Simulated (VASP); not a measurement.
Energy against volume of LiH (rock salt). These are PBE GGA, VASP's PBE PAW potentials (set 64) (plane waves; VASP) values and carry that method's errors. Numerical set-up: 520 eV cut-off, 11×11×11 Γ-centred mesh, Gaussian smearing of 0.050 eV, potentials Li_sv H.

```
V (Å³/atom)  E (eV/atom)
-----------  -----------
7.511           -3.05914
7.751           -3.06227
7.990           -3.06349
8.230           -3.06306
```

Task: Fit these four points and predict the energy of the run at 8.470 Å³/atom.

Result: A cubic in V^(−2/3), the third-order Birch-Murnaghan form, passes through the four points with V0 = 8.04 Å³/atom and B0 = 36 GPa, and gives -3.0612 eV/atom there. The run gave -3.0612 eV/atom, +0.0 meV/atom from the fit; all five points give B0 = 36 GPa.

The compound is LiH in the rock salt structure. It was relaxed first, which changed the volume by -5 %.
